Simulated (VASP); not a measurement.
# BSbP2: structure and properties in VASP

Aim: relax BSbP2, then compute properties on the relaxed cell. The steps: rough relaxation of the start cell, relaxing cell and atoms (vdW-DF2), second relaxation, density, ELF and potential (vdW-DF2), bands along the symmetry lines (vdW-DF2), density of states (vdW-DF2), volume scan with vdW-DF2, fit for vdW-DF2 and relaxing the atoms (vdW-DF2), changed input. The cell is invented: it takes the structure of COD entry 9008835, BP (space group 216 there), with some of its atoms replaced by other elements, volume scaled by an estimate. It may not be a known or stable phase. The atoms of the start are displaced at random from the sites of a P-4m2 cell.

Method: vdW-DF2; plane waves and PAW (Sb, P, B); invented cell, in VASP 6.6.1.

This is a report of a sequence of runs, with most program output left out.

## 1. Set-up

Before any relaxation, the start is as follows. The structure is triclinic, space group P1 (No. 1). The conventional cell has a = 3.588 Å, b = 3.588 Å, c = 5.075 Å, α = 90.00°, β = 90.00°, γ = 90.00°. Nearest to Sb lie 4 P at 2.16 to 2.23 Å. P has 2 Sb at 2.16 to 2.23 Å and 2 B at 2.18 to 2.21 Å nearest. P has 2 Sb at 2.18 to 2.21 Å and 2 B at 2.19 to 2.22 Å nearest. Nearest to B lie 4 P at 2.18 to 2.22 Å. It derives from BP. it takes the structure of COD entry 9008835, BP (space group 216 there), with some of its atoms replaced by other elements, volume scaled by an estimate. Farther neighbours are not listed.

## 2. Rough relaxation of the start cell

The start is only an estimate, so a cheap relaxation brings it near a minimum before any careful run. vdW-DF2 was tuned for molecules and tends to expand solids. LUSE_VDW switches on a nonlocal correlation term for dispersion.

Input file INCAR:

```
SYSTEM = BSbP2
PREC = Normal
ENCUT = 420
EDIFF = 1E-05
NELM = 60
ISMEAR = 0
SIGMA = 0.05
LREAL = .FALSE.
ALGO = Fast
GGA = ML
AGGAC = 0
LUSE_VDW = .TRUE.
ZAB_VDW = -1.8867
LASPH = .TRUE.
NBANDS = 15
LORBIT = 11
LWAVE = .FALSE.
LCHARG = .FALSE.
KPAR = 2
IBRION = 2
NSW = 40
ISIF = 3
EDIFFG = -0.04
```

Input file POSCAR:

```
BSbP2
1.0
    3.5883910000      0.0000000000      0.0000000000
    0.0000000000      3.5883910000      0.0000000000
    0.0000000000      0.0000000000      5.0747510000
Sb P B
1 2 1
Direct
   -0.0035050000      0.0099390000      0.0003400000
   -0.0017780000      0.4978830000      0.2505730000
    0.4909440000     -0.0046870000      0.7519190000
    0.4931030000      0.5010290000      0.4987400000
```

Input file KPOINTS:

```
Automatic mesh
0
Gamma
5 5 3
0 0 0
```

Potentials, in the order of the species: Sb, P and B (PBE family, release 64).

On the command line:

```console
> mpirun -np 2 vasp_std
```

The job ended after 4 min (2 MPI ranks of Intel Xeon 6975P-C (Granite Rapids), shared host; peak memory 0.5 GiB).

The relaxation used up its NSW steps before forces and stress met EDIFFG.

The next step goes on from the cell that it reached.

## 3. Relaxing cell and atoms (vdW-DF2)

Properties are meant for the cell that this level of theory prefers, so cell and atoms are relaxed first (ISIF = 3) until forces and stress are small; EDIFFG sets the threshold.

Input file INCAR:

```
SYSTEM = BSbP2
PREC = Accurate
ENCUT = 420
EDIFF = 1E-06
NELM = 100
ISMEAR = 0
SIGMA = 0.05
LREAL = .FALSE.
ALGO = Normal
GGA = ML
AGGAC = 0
LUSE_VDW = .TRUE.
ZAB_VDW = -1.8867
LASPH = .TRUE.
NBANDS = 15
LORBIT = 11
LWAVE = .FALSE.
LCHARG = .FALSE.
KPAR = 2
IBRION = 2
NSW = 60
ISIF = 3
EDIFFG = -0.01
```

Input file POSCAR:

```
BSbP2
1.0
    3.2388898738     -0.0001961807      0.0011249157
    0.0006704511      3.2789570259      0.1577186578
    0.0139037217     -0.0835766257      7.6309030622
Sb P B
1 2 1
Direct
    0.9958414549      0.0370591668      0.0443611308
    0.9946298791      0.5021271568      0.3365378683
    0.4934661175      0.9756394503      0.6362035665
    0.4948265484      0.4893382261      0.4844694343
```

Input file KPOINTS:

```
Automatic mesh
0
Gamma
7 7 3
0 0 0
```

On the command line:

```console
> mpirun -np 2 vasp_std
```

Run time: 19 min. Hardware: 2 MPI ranks; peak memory 0.84 GiB.

The relaxation used up its NSW steps before forces and stress met EDIFFG.

## 4. Second relaxation

The basis stayed that of the start cell while the cell moved. A rerun from the cell reached resets it; the error of the finite cutoff stays.

INCAR is that of step 3.

Input file POSCAR:

```
BSbP2
1.0
    3.2196267441     -0.0006164514      0.0035698784
    0.0008541756      3.5162152655      0.5094282974
    0.0194795654      0.6902665691      7.4344720023
Sb P B
1 2 1
Direct
    0.9964897603      0.1533029790      0.0641675655
    0.9951486572      0.5252282172      0.3244358025
    0.4921304532      0.8740883307      0.6343526762
    0.4949951292      0.4515444731      0.4786159557
```

KPOINTS is that of step 3.

On the command line:

```console
> mpirun -np 2 vasp_std
```

Wall time 2.5 min (2 MPI ranks); peak memory 0.82 GiB; 4.9 min of CPU time.

The k-mesh is coarse for a metal. The PAW data sets were made with PBE, which is usual practice but a small mismatch for other functionals.

Relaxation path:

```tsv
step	energy less that of the first step (eV)	largest force (eV/Å)	pressure (GPa)	volume (Å³)
1	0.0000	0.0626	0.00	83.03
2	-0.0001	0.0371	0.00	83.04
3	-0.0002	0.0197	0.00	83.04
4	-0.0002	0.0137	0.01	83.04
5	-0.0002	0.0142	0.03	83.03
6	-0.0003	0.0118	0.01	83.08
7	-0.0003	0.0134	0.00	83.13
8	-0.0003	0.0109	0.00	83.16
9	-0.0004	0.0208	-0.01	83.22
10	-0.0004	0.0073	0.00	83.23
```

```tsv
cell as run	before	after	change
a (Å)	3.220	3.217	-0.1 %
b (Å)	3.553	3.552	-0.0 %
c (Å)	7.466	7.494	+0.4 %
α (°)	76.45	76.38	-0.1 %
β (°)	89.79	89.83	+0.0 %
γ (°)	89.99	90.00	+0.0 %
volume (Å³/atom)	20.76	20.81	+0.2 %
```

The atoms that moved most (Å, as changes of fractional coordinates times the final cell):

```tsv
atom	dx	dy	dz	length
Sb1	0.003	0.008	0.008	0.011
P3	0.003	-0.005	-0.007	0.009
B4	-0.004	-0.006	-0.003	0.008
```

The relaxed structure:

```xyz
4
Lattice="3.2174 -0.0008 0.0024 0.0004 3.5148 0.5132 0.0166 0.6940 7.4615" Properties=species:S:1:pos:R:3 pbc="T T T"
Sb    3.2105    0.5901    0.5678
P     3.2059    2.0742    2.6945
P     1.5969    3.5067    5.1764
B     1.5963    1.9129    3.8009
```

This step gave:

| Quantity | Value |
| --- | --- |
| electrons | 18 |
| bands | 15 |
| irreducible k-points | 74 |
| symmetry operations | 1 |
| free energy (TOTEN) | -13.96 eV |
| energy at zero smearing | -13.96 eV |
| Fermi energy | 5.102 eV |
| pressure | 6.96e-4 GPa |
| metallic | yes |
| SCF cycles over all ionic steps | 53 |

It ends with a largest force of 0.007 eV/Å and a pressure of 0.00 GPa.

## 5. Density, ELF and potential (vdW-DF2)

The relaxed cell gets a fresh self-consistent run, on a basis set for its own volume, to fix the density and to check the remaining stress.

Edit INCAR of step 4 so:

```diff
@@ -17,7 +17,5 @@
 LWAVE = .FALSE.
-LCHARG = .FALSE.
-KPAR = 2
-IBRION = 2
-NSW = 60
-ISIF = 3
-EDIFFG = -0.01
+LCHARG = .TRUE.
+ISIF = 2
+LELF = .TRUE.
+LVHAR = .TRUE.
```

Input file POSCAR:

```
BSbP2
1.0
    3.2173699818     -0.0008135544      0.0023587323
    0.0004411097      3.5147731819      0.5131817101
    0.0165961806      0.6940120800      7.4615437371
Sb P B
1 2 1
Direct
    0.9975070322      0.1552607656      0.0651020742
    0.9946976869      0.5262701779      0.3246090034
    0.4929352391      0.8727276132      0.6335608377
    0.4936240417      0.4499054433      0.4783000846
```

KPOINTS is that of step 4.

On the command line:

```console
> mpirun -np 2 vasp_std
```

Elapsed: 21 s, on 2 MPI ranks; peak memory 0.61 GiB; 39 s of CPU time.

Numbers from this step:

- SCF cycles: 13
- bands: 16
- pressure: 0.01100 GPa

Valence electrons inside each PAW sphere by angular momentum. Sphere charges, by row:

```tsv
atom	s (e)	p (e)	d (e)	tot (e)
Sb1	1.271	1.139	0.038	2.448
P2	1.04	1.496	0	2.536
P3	1.092	1.328	0	2.42
B4	0.661	1.151	0	1.813
```

ELF in the bc plane at fractional x = 0.493, with atoms of P and B within 0.2 Å of it. It is the smooth field of the valence electrons, not physical close to the nuclei.

Ten even steps from '0' (0.02) to '9' (0.95), each cell a mean:
```
23333210000001
01222110000000
00000000012210
10000001356764
63000003689998
86300015799999
87520015789999
77642125787767
78865446887433
79987668999644
89998547999876
78986203789876
56665100366654
22344322344322
00123455543100
00001344432100
00000122221000
00000001100000
11100000000000
23321000000011
45543210000013
56654310000123
55665421000023
45554321000012
```
Columns run along b (3.6 Å), rows up along c (7.5 Å). Atoms in or near the plane, at fractional coordinates: P at (0.87, 0.63), B at (0.45, 0.48).

Valence density in the bc plane at fractional x = 0.493, with atoms of P and B within 0.2 Å of it. It is the smooth field of the valence electrons, not physical close to the nuclei.

Values in e/Å³, 24 rows by 14 columns, each cell a mean:
```
 0.08  0.10  0.12  0.12  0.11  0.09  0.07  0.05  0.03  0.03  0.02  0.03  0.04  0.06
 0.05  0.06  0.07  0.08  0.07  0.06  0.05  0.04  0.03  0.03  0.03  0.03  0.03  0.04
 0.04  0.04  0.04  0.04  0.04  0.04  0.04  0.04  0.04  0.05  0.05  0.05  0.05  0.04
 0.06  0.04  0.03  0.03  0.03  0.03  0.04  0.05  0.07  0.09  0.11  0.11  0.10  0.08
 0.11  0.07  0.04  0.03  0.02  0.03  0.04  0.08  0.12  0.18  0.23  0.25  0.23  0.18
 0.27  0.16  0.09  0.05  0.03  0.04  0.06  0.12  0.21  0.34  0.49  0.58  0.55  0.44
 0.50  0.31  0.17  0.09  0.06  0.06  0.08  0.16  0.30  0.49  0.68  0.75  0.74  0.68
 0.64  0.52  0.32  0.18  0.12  0.10  0.13  0.22  0.38  0.59  0.62  0.38  0.27  0.44
 0.61  0.69  0.51  0.32  0.23  0.20  0.21  0.30  0.46  0.66  0.66  0.22 -0.12  0.09
 0.72  0.82  0.68  0.52  0.42  0.38  0.39  0.45  0.55  0.71  0.82  0.60  0.28  0.32
 0.72  0.75  0.70  0.66  0.65  0.61  0.59  0.64  0.67  0.69  0.74  0.73  0.64  0.61
 0.49  0.51  0.55  0.64  0.72  0.64  0.53  0.65  0.72  0.64  0.55  0.51  0.49  0.47
 0.22  0.25  0.31  0.44  0.59  0.60  0.46  0.53  0.63  0.54  0.38  0.28  0.24  0.22
 0.11  0.13  0.17  0.26  0.42  0.56  0.62  0.63  0.58  0.44  0.28  0.18  0.13  0.11
 0.05  0.06  0.09  0.14  0.24  0.37  0.50  0.54  0.46  0.33  0.20  0.12  0.08  0.06
 0.03  0.04  0.05  0.08  0.14  0.21  0.29  0.33  0.30  0.23  0.15  0.09  0.06  0.04
 0.03  0.03  0.04  0.06  0.08  0.12  0.16  0.19  0.18  0.15  0.11  0.08  0.05  0.04
 0.04  0.04  0.05  0.05  0.06  0.07  0.09  0.10  0.10  0.10  0.08  0.06  0.05  0.05
 0.07  0.07  0.07  0.06  0.06  0.06  0.06  0.06  0.07  0.06  0.06  0.06  0.06  0.06
 0.10  0.11  0.11  0.10  0.08  0.07  0.06  0.05  0.04  0.04  0.05  0.06  0.07  0.09
 0.14  0.16  0.16  0.14  0.12  0.09  0.06  0.04  0.04  0.04  0.04  0.06  0.08  0.11
 0.16  0.19  0.20  0.19  0.15  0.11  0.08  0.05  0.03  0.03  0.04  0.06  0.08  0.12
 0.16  0.19  0.21  0.20  0.17  0.12  0.09  0.05  0.04  0.03  0.03  0.05  0.07  0.11
 0.12  0.16  0.18  0.18  0.15  0.12  0.08  0.05  0.04  0.03  0.03  0.04  0.06  0.08
```
Columns run along b (3.6 Å), rows up along c (7.5 Å). Atoms in or near the plane, at fractional coordinates: P at (0.87, 0.63), B at (0.45, 0.48).

Electrostatic potential energy in the bc plane at fractional x = 0.493, with atoms of P and B within 0.2 Å of it. With pseudopotentials it is smooth inside the atoms' cores, unlike the true potential.

Ten even steps from '0' (-64 eV) to '9' (4 eV), each cell a mean:
```
99999999999999
99999999999999
99999999999999
99999999999999
99999999999999
99999999998788
78999999975224
27899999861000
05899999861000
05888888874000
47886556787532
88885686588887
99986698579999
99997555579999
99999877789999
99999999999999
99999999999999
99999999999999
99999999999999
99999999999999
99999999999999
99999999999999
99999999999999
99999999999999
```
Columns run along b (3.6 Å; values clipped at the 3rd and 97th percentile), rows up along c (7.5 Å). Atoms in or near the plane, at fractional coordinates: P at (0.87, 0.63), B at (0.45, 0.48).

In this run the pressure is 0.01 GPa, small enough to go on.

## 6. Bands along the symmetry lines (vdW-DF2)

The mesh alone shows little of the dispersion and can miss band extrema, so KPOINTS_OPT adds a path through the symmetry points after the self-consistent cycle.

Edit INCAR of step 5 so:

```diff
@@ -14,8 +14,6 @@
 LASPH = .TRUE.
-NBANDS = 15
+NBANDS = 23
 LORBIT = 11
 LWAVE = .FALSE.
-LCHARG = .TRUE.
-ISIF = 2
-LELF = .TRUE.
-LVHAR = .TRUE.
+LCHARG = .FALSE.
+KPAR = 2
```

POSCAR is that of step 5.

KPOINTS is that of step 5.

Input file KPOINTS_OPT:

```
Line mode
16
Line-mode
Reciprocal
 -0.50000000   0.00000000   0.00000000 X
  0.00000000   0.00000000   0.00000000 GAMMA

  0.00000000   0.00000000   0.00000000 GAMMA
  0.00000000   0.50000000   0.00000000 Y

 -0.50000000   0.50000000   0.00000000 L
  0.00000000   0.00000000   0.00000000 GAMMA

  0.00000000   0.00000000   0.00000000 GAMMA
  0.00000000  -0.50000000  -0.50000000 Z

 -0.50000000  -0.50000000  -0.50000000 N
  0.00000000   0.00000000   0.00000000 GAMMA

  0.00000000   0.00000000   0.00000000 GAMMA
  0.00000000   0.00000000  -0.50000000 M

 -0.50000000   0.00000000  -0.50000000 R
  0.00000000   0.00000000   0.00000000 GAMMA
```

On the command line:

```console
> mpirun -np 2 vasp_std
```

Run time: 44 s. Hardware: 2 MPI ranks; peak memory 0.93 GiB.

Within 0.02 Å the cell has space group Cm; at a tight tolerance a small distortion makes it P1. Spin-orbit coupling is off here; with elements this heavy it splits and shifts levels by tenths of an eV or more.

This step gave:

* SCF cycles: 14
* bands: 23
* pressure: 0.001248 GPa

Electronic bands along the path, in eV, zero at the Fermi level; # counts the bands kept:

```tsv
point	#4	#5	#6	#7	#8	#9	#10	#11
X	-3.83	-3.69	-1.69	-0.56	-0.40	0.09	3.10	3.17
0.53 of the way	-3.07	-2.63	-1.34	-0.48	0.05	0.37	2.86	3.62
Γ	-3.11	-2.37	-1.59	-0.67	2.15	2.40	2.88	3.53
0.47 of the way	-4.29	-2.16	-1.93	-0.80	1.61	2.57	2.80	3.77
Y	-4.10	-3.73	-1.85	-1.33	0.91	2.64	3.23	4.35
jump to L	-4.43	-3.78	-2.89	-2.68	-1.31	-1.30	1.31	2.86
0.47 of the way	-4.26	-3.93	-2.19	-0.84	-0.29	0.01	2.25	3.15
Γ	-3.11	-2.37	-1.59	-0.67	2.15	2.40	2.88	3.53
0.47 of the way	-4.29	-2.16	-1.94	-0.79	1.61	2.57	2.79	3.77
Z	-4.09	-3.73	-1.85	-1.35	0.89	2.64	3.25	4.35
jump to N	-4.43	-3.78	-2.90	-2.68	-1.30	-1.29	1.31	2.87
0.47 of the way	-4.26	-3.93	-2.19	-0.85	-0.30	0.02	2.25	3.15
Γ	-3.11	-2.37	-1.59	-0.67	2.15	2.40	2.88	3.53
0.47 of the way	-3.12	-2.37	-0.72	-0.59	2.10	2.29	2.64	3.25
M	-3.14	-2.37	-0.49	0.29	1.82	2.18	2.23	2.95
jump to R	-3.11	-3.00	-1.69	-1.63	-0.75	-0.56	3.45	3.96
0.47 of the way	-3.43	-2.51	-1.37	-0.40	-0.38	0.58	2.72	3.28
Γ	-3.11	-2.37	-1.59	-0.67	2.15	2.40	2.88	3.53
```

Of the projections kept (Sb, P, B), the largest for each band there; the rest of the weight can lie on other orbitals:

```tsv
point	#4	#5	#6	#7	#8	#9	#10	#11
X	P 0.57	Sb 0.75	P 0.50	P 0.72	P 0.68	P 0.66	B 0.53	Sb 0.61
Γ	P 0.56	P 0.54	P 0.66	P 0.56	B 0.70	P 0.88	P 0.54	Sb 0.56
Y	P 0.57	P 0.46	P 0.53	P 0.53	P 0.51	P 1.00	P 0.56	B 0.50
L	P 0.50	P 0.55	P 0.64	Sb 0.88	P 0.64	P 0.67	Sb 0.54	B 0.46
Γ	P 0.56	P 0.54	P 0.66	P 0.56	B 0.70	P 0.88	P 0.54	Sb 0.56
Z	P 0.57	P 0.46	P 0.53	P 0.53	P 0.51	P 1.00	P 0.56	B 0.50
```

There is no gap at this level.

## 7. Density of states (vdW-DF2)

A density of states needs more k-points than a total energy; ISMEAR = -5 takes tetrahedra, and LORBIT projects the states on the PAW spheres. The mesh is finer than in the run before.

Edit INCAR of step 6 so:

```diff
@@ -5,3 +5,3 @@
 NELM = 100
-ISMEAR = 0
+ISMEAR = -5
 SIGMA = 0.05
@@ -19 +19,2 @@
 KPAR = 2
+NEDOS = 2001
```

POSCAR is that of step 6.

Input file KPOINTS:

```
Automatic mesh
0
Gamma
10 10 5
0 0 0
```

On the command line:

```console
> mpirun -np 2 vasp_std
```

Run time: 66 s. Hardware: 2 MPI ranks; peak memory 1.2 GiB.

With tetrahedra the forces and stress of a metal are not exact derivatives of the energy.

This step gave:

```yaml
irreducible_k_points: 252
free_energy_toten: -13.95 eV
fermi_energy: 5.357 eV
pressure: 8.69e-4 GPa
dos_at_the_fermi_level: 0.8988 states/eV/cell
```

The density of states has structure finer than the step of the table below, so its rows give means over 0.5 eV, whole bins alone (the curve runs from -12.0 to 5.51 eV). Peaks (eV: height): total -3.96: 4.36, -2.96: 3.02, -0.83: 3.07, 2.91: 3.2; P p -3.96: 0.959, -3.04: 0.625, -0.83: 0.856, 2.15: 0.538; Sb p -2.96: 0.387, -0.83: 0.346, 3.37: 0.543, 3.98: 0.410; B p -3.96: 0.504, -2.96: 0.307, 4.67: 0.255, 4.90: 0.258; P s -10.52: 0.644, -10.14: 0.554, -6.78: 0.209, 3.45: 0.132.

States under -12.0 eV and over 5.5 eV are left out. Density of states against energy, zero at the Fermi level; means over each step; values in states/eV/cell:

```tsv
energy (eV)	total	P p	Sb p	B p	P s	Sb s	B s
-11.5	0.623	0.00965	0.00787	0.0184	0.235	0.0551	0.0326
-11.0	1.01	0.0242	0.00872	0.0218	0.315	0.141	0.0521
-10.5	1.39	0.0395	0.00805	0.0230	0.454	0.153	0.109
-10.0	1.23	0.0321	0.00577	0.0382	0.439	0.130	0.0537
-9.5	1.30	0.0344	0.00583	0.0402	0.374	0.278	0.0364
-9.0	1.20	0.0315	0.00762	0.0413	0.303	0.320	0.0212
-8.5	1.04	0.0371	0.00919	0.0389	0.206	0.349	0.0124
-8.0	1.17	0.0719	0.00758	0.0545	0.135	0.459	0.0157
-7.5	0.222	0.0389	0.00130	0.00701	0.0195	0.00270	0.0568
-7.0	0.866	0.153	0.0228	0.0457	0.0930	0.00845	0.138
-6.5	0.957	0.173	0.0299	0.0546	0.0876	0.0153	0.140
-6.0	0.575	0.106	0.0175	0.0375	0.0465	0.0140	0.0798
-5.5	0.456	0.0846	0.0163	0.0315	0.0324	0.0136	0.0585
-5.0	1.04	0.217	0.0768	0.0871	0.0379	0.0166	0.0555
-4.5	1.74	0.368	0.151	0.133	0.0563	0.0355	0.0383
-4.0	2.90	0.624	0.223	0.311	0.0671	0.0614	0.0468
-3.5	1.88	0.398	0.163	0.203	0.0499	0.0444	0.0310
-3.0	2.54	0.545	0.278	0.286	0.0328	0.0530	0.0206
-2.5	1.97	0.424	0.234	0.239	0.0170	0.0312	0.0115
-2.0	2.11	0.466	0.239	0.180	0.0257	0.0351	0.0121
-1.5	2.16	0.535	0.222	0.125	0.0367	0.0335	0.00981
-1.0	2.44	0.653	0.262	0.132	0.0455	0.0356	0.0144
-0.5	1.51	0.400	0.174	0.0740	0.0323	0.0240	0.00911
0.0	0.950	0.237	0.125	0.0347	0.0237	0.0165	0.00389
0.5	0.789	0.180	0.112	0.0200	0.0240	0.0118	0.00446
1.0	1.23	0.231	0.188	0.0446	0.0505	0.0136	0.00873
1.5	1.35	0.285	0.190	0.0509	0.0476	0.0140	0.0105
2.0	1.55	0.408	0.184	0.0472	0.0381	0.0152	0.0143
2.5	2.09	0.412	0.290	0.0856	0.0591	0.0365	0.0393
3.0	2.87	0.401	0.441	0.111	0.0921	0.0711	0.0760
3.5	2.63	0.328	0.459	0.133	0.109	0.0461	0.0790
4.0	1.88	0.191	0.306	0.120	0.0640	0.00954	0.0739
4.5	1.93	0.169	0.171	0.191	0.0660	0.00318	0.0806
5.0	1.84	0.167	0.0801	0.212	0.0490	0.00205	0.0601
```

Force by atom:

```tsv
atom	x (eV/Å)	y (eV/Å)	z (eV/Å)	size
Sb1	-0.0053	-0.0014	0.0087	0.0103
P2	0.0090	0.0063	-0.0398	0.0413
P3	0.0001	-0.0097	0.0614	0.0621
B4	-0.0037	0.0048	-0.0302	0.0308
```

The finer mesh and the other smearing move the Fermi level by +0.25 eV from the 7×7×3 run, one measure of the sampling error in the zero of the bands above. Of the states within 0.3 eV of the Fermi level, the largest shares in the PAW spheres are P p 25 % and Sb p 13 %. The rest lies in smaller channels or between the spheres.

## 8. Volume scan with vdW-DF2

An equation of state needs energies on both sides of the minimum, all on one mesh and cutoff.

Edit INCAR of step 7 so:

```diff
@@ -5,3 +5,3 @@
 NELM = 100
-ISMEAR = -5
+ISMEAR = 0
 SIGMA = 0.05
@@ -14,3 +14,3 @@
 LASPH = .TRUE.
-NBANDS = 23
+NBANDS = 15
 LORBIT = 11
@@ -19,2 +19,2 @@
 KPAR = 2
-NEDOS = 2001
+ISIF = 2
```

Input file POSCAR:

```
BSbP2
1.0
    3.1516909408     -0.0007969466      0.0023105814
    0.0004321049      3.4430229843      0.5027056745
    0.0162573880      0.6798445928      7.3092245944
Sb P B
1 2 1
Direct
    0.9975070322      0.1552607656      0.0651020742
    0.9946976869      0.5262701779      0.3246090034
    0.4929352391      0.8727276132      0.6335608377
    0.4936240417      0.4499054433      0.4783000846
```

Input file KPOINTS:

```
Automatic mesh
0
Gamma
7 7 3
0 0 0
```

On the command line:

```console
> mpirun -np 2 vasp_std
```

Elapsed: 29 s, on 2 MPI ranks; peak memory 0.79 GiB; 57 s of CPU time.

The scan keeps the cell's shape and the fractional positions fixed.

This step gave:

```yaml
bands: 15
irreducible_k_points: 74
free_energy_toten: -13.88 eV
energy_at_zero_smearing: -13.88 eV
fermi_energy: 5.790 eV
pressure: 5.181 GPa
```

Force by atom:

```tsv
atom	x (eV/Å)	y (eV/Å)	z (eV/Å)	size
Sb1	-0.005	0.080	-0.532	0.538
P2	0.005	0.004	-0.037	0.038
P3	-0.002	-0.055	0.359	0.363
B4	0.002	-0.029	0.210	0.212
```

The pressure here is 5.18 GPa.

## 9. Volume scan with vdW-DF2 (run 2)

INCAR is that of step 8.

Input file POSCAR:

```
BSbP2
1.0
    3.1738866787     -0.0008025591      0.0023268536
    0.0004351480      3.4672704239      0.5062459719
    0.0163718804      0.6846323886      7.3606997030
Sb P B
1 2 1
Direct
    0.9975070322      0.1552607656      0.0651020742
    0.9946976869      0.5262701779      0.3246090034
    0.4929352391      0.8727276132      0.6335608377
    0.4936240417      0.4499054433      0.4783000846
```

KPOINTS is that of step 8.

On the command line:

```console
> mpirun -np 2 vasp_std
```

It took 29 s on 2 MPI ranks; peak memory 0.8 GiB.

Numbers from this step:

```yaml
free_energy_toten: -13.92 eV
energy_at_zero_smearing: -13.92 eV
fermi_energy: 5.550 eV
pressure: 3.270 GPa
```

Force by atom:

```tsv
atom	x (eV/Å)	y (eV/Å)	z (eV/Å)	size
Sb1	-0.005	0.052	-0.341	0.345
P2	0.005	0.003	-0.026	0.027
P3	-0.002	-0.037	0.231	0.234
B4	0.002	-0.019	0.136	0.137
```

The pressure falls from 5.18 to 3.27 GPa.

The run ends at a pressure of 3.27 GPa, with forces up to 0.34 eV/Å.

[end of part 1 of 2]

[Lines on the potential files, build, host, timing and source positions are cut from VASP's logs without a mark.]

[Logs are printed without paths, hosts, clocks, repeated set-up lines and the standing remarks that a program may print on its own settings, such as how far it seeks lower states.]

[Hosts, paths, dates, database ids (printed as entryN), source tags and the programs' standing remarks are cut or masked in the printed files.]

[A measured line is paired with the nearest computed mode of its activity, which favours agreement.]
